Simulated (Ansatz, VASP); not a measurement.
# Cross-check of Si (liquid Si at 1770 K) between VASP and Ansatz

One calculation is typed for both programs; each brings its own data sets. How far apart do they land? Of the first pair: The structure shown is the start of the Ansatz relaxation below; VASP solves that cell, so the two are compared at the walk's first step.

Method: plane waves, with VASP 6.6.1 beside it; single point at PBE, in Ansatz 0.2.0.

## Step 1: The starting structure

The cell holds 162 atoms: 162 Si. Cell: a = 14.325 Å, b = 14.325 Å, c = 14.325 Å, α = 90.0°, β = 90.0°, γ = 90.0°. As first built, before any earlier steps moved the atoms (in the runner's words): 162 atoms (162 Si) placed at random at 2.57 g/cm^3, melted at 2500 K for 20 ps at fixed volume with the modified Tersoff potential (Kumagai, Izumi, Hara and Sakai, Comput. Mater. Sci. 39, 457 (2007)). Snapshot at the end of a hold of 20 ps at 1770 K and fixed volume. The density is a measured one.

## Step 2: Ansatz: relaxation, PBE

Ansatz runs on its default PAW (the set named soft_2) files.

The two programs are compared at the cell with which this relaxation starts, whose forces are those of its first step.

input.yaml

```yaml
crystal:
  lattice:
    - [14.3252, 0.0, 0.0]
    - [0.0, 14.3252, 0.0]
    - [0.0, 0.0, 14.3252]
  atoms:
    - { symbol: Si, position: [0.91377, 0.18869, 0.24249] }
    - { symbol: Si, position: [0.75857, 0.19609, 0.55779] }
    - { symbol: Si, position: [0.01296, 0.53615, 0.72946] }
    - { symbol: Si, position: [0.10606, 0.24163, 0.00494] }
    - { symbol: Si, position: [0.7589, 0.10139, 0.14422] }
    - { symbol: Si, position: [0.74491, 0.88517, 0.71693] }
    - { symbol: Si, position: [0.57538, 0.25622, 0.66523] }
    - { symbol: Si, position: [0.90418, 0.01949, 0.0675] }
    - { symbol: Si, position: [0.7827, 0.24244, 0.92349] }
    - { symbol: Si, position: [0.45271, 0.07072, 0.33156] }
    - { symbol: Si, position: [0.97435, 0.33073, 0.03004] }
    - { symbol: Si, position: [0.2513, 0.28049, 0.09801] }
    - { symbol: Si, position: [0.61956, 0.99438, 0.6901] }
    - { symbol: Si, position: [0.86362, 0.54676, 0.1921] }
    - { symbol: Si, position: [0.9363, 0.34363, 0.87575] }
    - { symbol: Si, position: [0.2941, 0.0053, 0.11379] }
    - { symbol: Si, position: [0.20353, 0.76552, 0.54427] }
    - { symbol: Si, position: [0.56532, 0.78857, 0.52388] }
    - { symbol: Si, position: [0.35829, 0.70498, 0.59187] }
    - { symbol: Si, position: [0.41546, 0.56685, 0.8196] }
    - { symbol: Si, position: [0.91463, 0.36074, 0.18917] }
    - { symbol: Si, position: [0.65281, 0.49634, 0.85901] }
    - { symbol: Si, position: [0.21115, 0.61653, 0.43602] }
    - { symbol: Si, position: [0.45462, 0.40426, 0.13452] }
    - { symbol: Si, position: [0.04826, 0.76644, 0.78144] }
    - { symbol: Si, position: [0.2448, 0.36006, 0.85864] }
    - { symbol: Si, position: [0.73552, 0.3731, 0.36673] }
    - { symbol: Si, position: [0.12262, 0.46547, 0.35161] }
    - { symbol: Si, position: [0.8067, 0.81283, 0.07037] }
    - { symbol: Si, position: [0.76499, 0.21551, 0.35242] }
[... 126 atom lines left out ...]
    - { symbol: Si, position: [0.34889, 0.99453, 0.91492] }
    - { symbol: Si, position: [0.98207, 0.62051, 0.55044] }
    - { symbol: Si, position: [0.35795, 0.2401, 0.90062] }
    - { symbol: Si, position: [0.09898, 0.93488, 0.78284] }
    - { symbol: Si, position: [0.80277, 0.10418, 0.83746] }
    - { symbol: Si, position: [0.9933, 0.76182, 0.32814] }
kpoints:
  mp_grid: { grid: [1, 1, 1] }
hamiltonian:
  xc: pbe
scf:
  occupations: { method: gaussian, width: 0.05 }
output:
  forces: true
relax:
  f_tol: 0.03
  max_steps: 137
```

Run with:

```bash
$ ansatz run input.yaml --threads 4 --pin off --max-ram 8192MiB --backend cpu --events-out ev --progress --plain --runs-dir out
```

Numbers of over 12 decimals in the logs are rounded to 6 here.

The log of the run:

```text
Engine: ansatz 0.2.0, x86_64-unknown-linux-gnu
Pseudopotentials: kind: paw
Pseudopotential: Si, paw, valence charge 4, recommended cutoff 420 eV (normal), Si.paw.azcp
Functional definition: PBE
  parameter kappa = 0.804
  parameter beta = 0.066725
  exchange = pbe_x(kappa = kappa, mu = beta*pi^2/3)
  correlation = pbe_c(beta = beta)
Crystal: 162 atoms, lattice volume = 2939.694 Å³
Basis set: ecut = 420 eV, 57555 PW (Γ), exchange–correlation on 192×192×192 points (8 copies of the dense FFT grid, shifted against one another)
Bands: 486, of which v1, the nominal top of the filled ones, is band 324 counted from 1 (323 counted from 0)
Symmetry: 1 space group operations
Space group: P1 (ITA 1), of the structure as read, at distance tolerance 1.4e-4 Å
k-points: 1
Non-local potential: Si, projectors of the file, l = 0: 2, l = 1: 2, l = 2: 2
PAW form: soft (Blöchl's): semilocal exchange-correlation on the pseudo side does not see the compensation charge
PAW one-centre angular grid: Si, 110 points (default); XC on 64 Gauss nodes
Initial density: superposition of atomic densities (neutral atoms: chi_scale 0, normalization atom), corrected by the library's trained network
Initial wavefunctions: pseudopotential atomic-orbital guess
Functional: x = pbe(κ = 0.804, μ = 0.219515), c = pbe(β = 0.066725)
SCF iter   1: F=—  HF=-102906.413839 eV  |F-HF|=—  |Δ(HF+E_count)|=         —  Δρ=3.92e-3  dr2=1.34e0  ethr=1.77e-3  ⟨swp⟩=6.0  Hψ=2288  notcnv=0  defer=58
preconditioner: auto → Kerker (q_TF=auto, 2.120 Å⁻¹)  [metal: Δε(μ)=0.030 eV  Ē_g=7.363 eV  σ=0.050 eV  W_gap=0.33  n_scr=460 (ndim 8)  ℏωp=17.4 eV  f_vac=0.000  D(μ)=79.36/eV (n_scr^D=514)]
SCF iter   2: F=—  HF=-102906.297988 eV  |F-HF|=—  |Δ(HF+E_count)|=   1.16e-1  Δρ=2.25e-3  dr2=3.70e-1  ethr=2.07e-4  ⟨swp⟩=1.0  Hψ=559  notcnv=0  defer=82
SCF iter   3: F=—  HF=-102906.254615 eV  |F-HF|=—  |Δ(HF+E_count)|=   4.34e-2  Δρ=3.62e-4  dr2=6.81e-3  ethr=5.70e-5  ⟨swp⟩=3.0  Hψ=727  notcnv=0  defer=82
SCF iter   4: F=—  HF=-102906.255872 eV  |F-HF|=—  |Δ(HF+E_count)|=   1.26e-3  Δρ=1.12e-4  dr2=1.21e-3  ethr=1.05e-6  ⟨swp⟩=2.0  Hψ=811  notcnv=0  defer=136
SCF iter   5: F=—  HF=-102906.255979 eV  |F-HF|=—  |Δ(HF+E_count)|=   1.07e-4  Δρ=3.94e-5  dr2=1.53e-4  ethr=1.87e-7  ⟨swp⟩=3.0  Hψ=612  notcnv=0  defer=136
SCF iter   6: F=-102906.256015 eV  HF=-102906.256016 eV  |F-HF|=1.49e-6  |Δ(HF+E_count)|=   3.78e-5  Δρ=1.31e-5  dr2=1.68e-5  ethr=3.47e-9  ⟨swp⟩=3.0  Hψ=1478  notcnv=0
SCF 1 converged in 6 iterations: F = -102906.256015 eV  dr2 = 1.68e-5
  greatest PAW one-centre occupation: 0.692 electrons in one spin orbital (limit 2), on the Si atom at site 22 (counted from 0), in its partial waves of l = 0
relax step   1: F+E_penalty+E_count = -102906.25601485 eV  Δ(F+E_penalty+E_count) = +0.000e0 eV  max|allowed force component| = 2.833e0 eV/Å  Δτ_max = 0.0000 Å  (6 SCF iters, dr2 threshold 2.25e-5 eV, accepted)
[...]
relax step   2: F+E_penalty+E_count = -102917.29304854 eV  Δ(F+E_penalty+E_count) = -1.104e1 eV  max|allowed force component| = 1.157e0 eV/Å  Δτ_max = 0.1947 Å  (5 SCF iters, dr2 threshold 1.00e-4 eV, accepted)
[...]
relax step   3: F+E_penalty+E_count = -102922.76208782 eV  Δ(F+E_penalty+E_count) = -5.469e0 eV  max|allowed force component| = 6.984e-1 eV/Å  Δτ_max = 0.1950 Å  (5 SCF iters, dr2 threshold 8.37e-5 eV, accepted)
[...]
- { symbol: Si, position: [0.522686, 0.686969, 0.293495] }
    - { symbol: Si, position: [0.423511, 0.872061, 0.550630] }
    - { symbol: Si, position: [0.385224, 0.408429, 1.003441] }
    - { symbol: Si, position: [0.513678, -0.112182, 0.684817] }
    - { symbol: Si, position: [0.430540, 0.911346, 0.392814] }
    - { symbol: Si, position: [-0.023154, 0.419052, 0.881587] }
    - { symbol: Si, position: [0.081744, 0.467549, 0.120908] }
    - { symbol: Si, position: [0.436738, 0.849898, 0.820605] }
    - { symbol: Si, position: [0.270669, 0.426709, 0.244661] }
    - { symbol: Si, position: [0.134121, 0.734245, 0.198826] }
    - { symbol: Si, position: [0.694543, 0.916112, 0.484743] }
    - { symbol: Si, position: [-0.010211, 0.376127, 0.588729] }
    - { symbol: Si, position: [0.654446, 0.625343, 0.218717] }
    - { symbol: Si, position: [0.302047, 0.046010, 0.827455] }
    - { symbol: Si, position: [0.285370, 0.774722, 0.827145] }
    - { symbol: Si, position: [0.684100, 0.529423, 0.681045] }
    - { symbol: Si, position: [0.494462, 0.618604, 0.441717] }
    - { symbol: Si, position: [0.895884, 0.494128, 0.534842] }
    - { symbol: Si, position: [0.268073, 0.700687, 0.291221] }
    - { symbol: Si, position: [0.169702, 0.854288, 0.496120] }
    - { symbol: Si, position: [0.839104, 0.967436, 0.856163] }
    - { symbol: Si, position: [0.039528, 0.880911, 0.582921] }
    - { symbol: Si, position: [0.875943, 0.317039, 0.691251] }
    - { symbol: Si, position: [0.722435, 0.944574, 0.083830] }
[...]
- { symbol: Si, position: [0.283231, 0.173779, 0.020505] }
    - { symbol: Si, position: [0.752994, 0.435209, 0.482063] }
    - { symbol: Si, position: [0.376585, 0.950676, 0.934937] }
    - { symbol: Si, position: [0.910936, 0.642065, 0.475620] }
    - { symbol: Si, position: [0.362813, 0.272987, 0.912938] }
    - { symbol: Si, position: [0.066454, 0.925431, 0.736506] }
    - { symbol: Si, position: [0.779367, 0.120564, 0.840806] }
    - { symbol: Si, position: [1.028785, 0.745287, 0.370160] }
```

## Step 3: VASP: single point, PBE, start cell, pair 1

The same cell, functional, mesh and smearing now go to VASP, with its own data sets.

Lines of VASP's logs that name or quote its potential files are left out, and so is its time.

INCAR

```
SYSTEM = Si
PREC = Accurate
ENCUT = 400
EDIFF = 1E-06
NELM = 120
ISMEAR = 0
SIGMA = 0.05
LREAL = Auto
ALGO = Normal
GGA = PE
NBANDS = 437
LORBIT = 11
LWAVE = .FALSE.
LCHARG = .FALSE.
ISIF = 2
LASPH = .TRUE.
GGA_COMPAT = .FALSE.
EFERMI = MIDGAP
```

POSCAR

```
Si
1.0
   14.3252000000      0.0000000000      0.0000000000
    0.0000000000     14.3252000000      0.0000000000
    0.0000000000      0.0000000000     14.3252000000
Si
162
Direct
    0.9137673471      0.1886884651      0.2424887611
    0.7585723061      0.1960880127      0.5577932594
    0.0129631698      0.5361530729      0.7294627649
    0.1060578561      0.2416301343      0.0049423394
    0.7589003993      0.1013877642      0.1442213721
    0.7449110658      0.8851673973      0.7169323988
    0.5753776562      0.2562198084      0.6652332952
    0.9041828386      0.0194901293      0.0675034205
    0.7826976238      0.2424398961      0.9234914696
    0.4527127021      0.0707215257      0.3315625611
    0.9743528886      0.3307318571      0.0300379750
    0.2512984112      0.2804917209      0.0980091028
    0.6195585402      0.9943805322      0.6900985676
    0.8636179600      0.5467567643      0.1921020300
    0.9363010639      0.3436322006      0.8757504258
    0.2940971156      0.0052983553      0.1137924776
    0.2035294446      0.7655181079      0.5442716332
    0.5653184598      0.7885683970      0.5238809929
    0.3582916818      0.7049814313      0.5918730629
    0.4154566777      0.5668472342      0.8195976321
    0.9146329545      0.3607419094      0.1891701338
    0.6528076397      0.4963421104      0.8590106944
    0.2111523748      0.6165289141      0.4360218356
    0.4546184346      0.4042596264      0.1345181917
    0.0482576159      0.7664395611      0.7814410968
    0.2447993745      0.3600578002      0.8586407171
    0.7355220171      0.3730977578      0.3667313545
    0.1226230698      0.4654734314      0.3516111468
    0.8066972887      0.8128333287      0.0703724904
    0.7649875743      0.2155083350      0.3524209086
[... 126 atom lines left out ...]
    0.3488886717      0.9945271270      0.9149191634
    0.9820665680      0.6205079161      0.5504425767
    0.3579496272      0.2401013598      0.9006226789
    0.0989794209      0.9348770000      0.7828372379
    0.8027671516      0.1041800464      0.8374612571
    0.9932985229      0.7618183341      0.3281420155
```

KPOINTS

```
Automatic mesh
0
Gamma
1 1 1
0 0 0
```

PAW data sets: Si (PBE family, release 64).

Run with:

```bash
$ export OMP_NUM_THREADS=3
$ mpirun -np 1 vasp_gam
```

The log of the run:

```text
[banner, memory and clock lines left out]
running    1 mpi-ranks, on    1 nodes
[...]
Offloading initialized ...    1 GPUs detected
[...]
LDA part: xc-table for (Slater+PW92), standard interpolation
 POSCAR, INCAR and KPOINTS ok, starting setup
[...]
entering main loop
       N       E                     dE             d eps       ncg     rms          rms(c)
DAV:   1     0.274956253181E+04    0.27496E+04   -0.24445E+05   874   0.107E+03
DAV:   2    -0.426715333811E+03   -0.31763E+04   -0.29647E+04  1124   0.201E+02
DAV:   3    -0.782307408004E+03   -0.35559E+03   -0.33724E+03  1092   0.585E+01
DAV:   4    -0.795126159087E+03   -0.12819E+02   -0.12509E+02  1068   0.124E+01
[...]
DAV:  17    -0.783577786206E+03    0.23621E-04   -0.13658E-04  1044   0.207E-02    0.190E-02
DAV:  18    -0.783577787039E+03   -0.83349E-06   -0.34504E-05  1012   0.832E-03    0.145E-02
DAV:  19    -0.783577787363E+03   -0.32363E-06   -0.84948E-06  1028   0.426E-03
   1 F= -.78357779E+03 E0= -.78352435E+03  d E =-.106866E+00
```

OUTCAR, selected parts (step 3):

```text
  FREE ENERGIE OF THE ION-ELECTRON SYSTEM (eV)
  ---------------------------------------------------
  free  energy   TOTEN  =      -783.5777873630 eV

  energy  without entropy=     -783.4709218124  energy(sigma->0) =     -783.52435459

[... 2 further parts left out ...]
[key lines of the parts left out:]
E-fermi :   7.0712
```

The run ends at a pressure of 0.31 GPa, with forces up to 3.3 eV/Å.

## Step 4: Comparison

Known differences besides the potentials themselves: the cutoff is 420 eV in Ansatz and 400 eV in VASP (PREC = Accurate, projectors in real space). Total energies have different zeros and are not compared.

Forces on 9 of the 162 atoms, those with the largest forces and the largest differences (eV/Å; atoms numbered as in POSCAR):

| atom | Ansatz x, y, z | VASP x, y, z |
| --- | --- | --- |
| Si8 | -1.336, 1.528, -2.305 | -1.329, 1.526, -2.294 |
| Si39 | 1.429, -2.833, -0.960 | 1.425, -2.823, -0.961 |
| Si41 | -2.446, 0.767, 1.780 | -2.439, 0.759, 1.776 |
| Si55 | 0.661, -0.555, -1.543 | 0.653, -0.551, -1.536 |
| Si75 | 1.030, 1.118, -1.885 | 1.023, 1.111, -1.883 |
| Si87 | 1.227, -0.907, 2.644 | 1.219, -0.907, 2.636 |
| Si90 | 0.442, 1.024, 0.582 | 0.436, 1.014, 0.581 |
| Si110 | 2.058, 1.154, -0.970 | 2.052, 1.152, -0.973 |
| Si113 | 0.568, -2.414, 0.252 | 0.564, -2.406, 0.255 |

The forces differ by 3.7 meV/Å r.m.s., which is 0.5 % of the r.m.s. force of 0.761 eV/Å (both taken over all components).

## Step 5: Ansatz: relaxation, PBE

This run makes the geometry at which the two programs are then compared.

The structure compared here is the end of the Ansatz relaxation.

input.yaml is that of step 2.

Run with:

```bash
$ ansatz run input.yaml --threads 4 --pin off --max-ram 8192MiB --backend cpu --events-out ev --progress --plain --runs-dir out
```

The log of the run:

```text
[...]
Crystal: 162 atoms, lattice volume = 2939.694 Å³
Basis set: ecut = 420 eV, 57555 PW (Γ), exchange–correlation on 192×192×192 points (8 copies of the dense FFT grid, shifted against one another)
Bands: 486, of which v1, the nominal top of the filled ones, is band 324 counted from 1 (323 counted from 0)
[... 1 set-up line as in the run before ...]
[...]
k-points: 1
[...]
- { symbol: Si, position: [0.385224, 0.408429, 1.003441] }
    - { symbol: Si, position: [0.513678, -0.112182, 0.684817] }
    - { symbol: Si, position: [0.430540, 0.911346, 0.392814] }
    - { symbol: Si, position: [-0.023154, 0.419052, 0.881587] }
    - { symbol: Si, position: [0.081744, 0.467549, 0.120908] }
    - { symbol: Si, position: [0.436738, 0.849898, 0.820605] }
[...]
- { symbol: Si, position: [0.362813, 0.272987, 0.912938] }
    - { symbol: Si, position: [0.066454, 0.925431, 0.736506] }
    - { symbol: Si, position: [0.779367, 0.120564, 0.840806] }
    - { symbol: Si, position: [1.028785, 0.745287, 0.370160] }
```

## Step 6: VASP: single point, PBE, relaxed cell, pair 2

The same cell, functional, mesh and smearing now go to VASP, with its own data sets.

INCAR is that of step 3.

POSCAR

```
Si
1.0
   14.3252000000      0.0000000000      0.0000000000
    0.0000000000     14.3252000000      0.0000000000
    0.0000000000      0.0000000000     14.3252000000
Si
162
Direct
    0.8654300000      0.3045800000      0.1728200000
    0.7966000000      0.1518000000      0.5329100000
    0.0015700000      0.5433500000      0.7814400000
    0.0203500000      0.2700900000      0.0786100000
    0.7635900000      0.1369400000      0.1858600000
    0.7804400000      0.9554400000      0.7036900000
    0.6049500000      0.2756200000      0.6223900000
    0.8839800000      0.9818000000      0.0800000000
    0.8248500000      0.2264900000      0.9554600000
    0.4392800000      0.0695300000      0.3630600000
    0.9540000000      0.4873400000      0.0255100000
    0.2599400000      0.2868300000      0.1438900000
    0.6194100000      0.0085100000      0.7104200000
    0.8599000000      0.5848300000      0.1338500000
    0.9803600000      0.2624300000      0.9170200000
    0.2937900000      0.0540600000      0.1379100000
    0.2276800000      0.7107700000      0.5403900000
    0.6732500000      0.7709000000      0.5585400000
    0.3930600000      0.7140500000      0.5396900000
    0.3941100000      0.5546600000      0.8007700000
    0.0140300000      0.3579000000      0.2301600000
    0.6717900000      0.4240300000      0.8309200000
    0.2355200000      0.5989800000      0.4225200000
    0.4852200000      0.3913300000      0.1257300000
    0.0532700000      0.7685800000      0.7915700000
    0.2260500000      0.3650700000      0.8775300000
    0.7676100000      0.4086600000      0.3228700000
    0.1474600000      0.4948000000      0.3339700000
    0.7597600000      0.7870600000      0.0582200000
    0.7677900000      0.2491300000      0.3024200000
[... 126 atom lines left out ...]
    0.3765900000      0.9506800000      0.9349400000
    0.9109400000      0.6420600000      0.4756200000
    0.3628100000      0.2729900000      0.9129400000
    0.0664500000      0.9254300000      0.7365100000
    0.7793700000      0.1205600000      0.8408100000
    0.0287800000      0.7452900000      0.3701600000
```

KPOINTS is that of step 3.

Run with:

```bash
$ export OMP_NUM_THREADS=3
$ mpirun -np 1 vasp_gam
```

The log of the run:

```text
[... set-up lines as in an earlier step ...]
 entering main loop
       N       E                     dE             d eps       ncg     rms          rms(c)
DAV:   1     0.282054698843E+04    0.28205E+04   -0.24526E+05   874   0.107E+03
DAV:   2    -0.465997988522E+03   -0.32865E+04   -0.30703E+04  1116   0.203E+02
DAV:   3    -0.827710807623E+03   -0.36171E+03   -0.34866E+03  1092   0.593E+01
DAV:   4    -0.839489128112E+03   -0.11778E+02   -0.11626E+02  1060   0.124E+01
[...]
DAV:  17    -0.825003808926E+03   -0.21710E-05   -0.23701E-06   716   0.188E-03    0.327E-03
DAV:  18    -0.825003810124E+03   -0.11975E-05   -0.61651E-07   564   0.999E-04    0.123E-03
DAV:  19    -0.825003810132E+03   -0.83473E-08   -0.12338E-07   524   0.477E-04
   1 F= -.82500381E+03 E0= -.82500331E+03  d E =-.100605E-02
```

From OUTCAR (step 6):

```text
  Total      101.0242107     84.5035704     75.3410695      1.8700702      6.3013186     -4.0071667
  in kB       55.0597159     46.0557182     41.0620173      1.0192164      3.4343135     -2.1839662
  external PRESSURE =      47.3924838 kB  Pullay stress =       0.0000000 kB

 POSITION                                       TOTAL-FORCE (eV/Angst)
[...]
7.08324      8.86157      6.32773        -0.005414     -0.000925     -0.000783
     12.83366      7.07851      7.66169        -0.003036     -0.000085      0.003427
      3.84016     10.03752      4.17178         0.005578      0.004277      0.004089
      2.43099     12.23788      7.10702        -0.001021     -0.002877      0.003281
     12.02028     13.85877     12.26466        -0.007269     -0.005598     -0.000540
      0.56628     12.61921      8.35045        -0.003705     -0.004235     -0.000345
     12.54802      4.54166      9.90229        -0.001784      0.006811     -0.002969
     10.34895     13.53115      1.20088         0.001905      0.001688     -0.002395
      7.54795      5.33299      7.33608        -0.004840      0.001992      0.005933
      4.77402      2.09678      3.83271        -0.002066     -0.002287     -0.009286
      2.59086      3.09482      3.89158        -0.001085      0.000968     -0.000322
      2.80201      2.34432      7.55139         0.002906     -0.003933      0.003587
      8.82346     13.96463     13.79259         0.000067     -0.002293      0.002669
      4.35715     12.31681      4.38079         0.000963      0.001759      0.001689
[...]
-----------------------------------------------------------------------------------
    total drift:                                0.001594      0.000654     -0.012159

  FREE ENERGIE OF THE ION-ELECTRON SYSTEM (eV)
  ---------------------------------------------------
  free  energy   TOTEN  =      -825.0038101322 eV

  energy  without entropy=     -825.0028040848  energy(sigma->0) =     -825.00330711

[... 1 part as in an earlier step ...]

[... 2 further parts left out ...]
[key lines of the parts left out:]
E-fermi :   7.0499
```

The run ends at a pressure of 4.74 GPa, with forces up to 0.022 eV/Å.

## Step 7: Comparison

The two programs side by side:

| quantity | Ansatz | VASP | difference |
| --- | --- | --- | --- |
| gap on the k mesh (eV) | 0.200 | 0.201 | 0.000 |

At this near-relaxed geometry the largest component of a force difference is 13 meV/Å. A gap on the mesh is an upper bound, since the band edges may lie between its points.

## Step 8: Summary of results

| Item | Value |
| --- | --- |
| r.m.s. force difference (single point, PBE, start cell, pair 1) | 0.48 % of the r.m.s. force |
| difference in gap on the k mesh (single point, PBE, relaxed cell, pair 2) | -4.6e-4 eV |

In words: The r.m.s. force difference is 0.48 % of the r.m.s. force (single point, PBE, start cell, pair 1), within the 3 % picked in this series as the mark of a large difference. How closely two codes agree says nothing of how well the functional describes the real material.

[Lines on the potential files, build, host, timing and source positions are cut from VASP's logs without a mark.]

[Logs are printed without paths, hosts, clocks, repeated set-up lines and the standing remarks that a program may print on its own settings, such as how far it seeks lower states.]

[Hosts, paths, dates, database ids (printed as entryN), source tags and the programs' standing remarks are cut or masked in the printed files.]
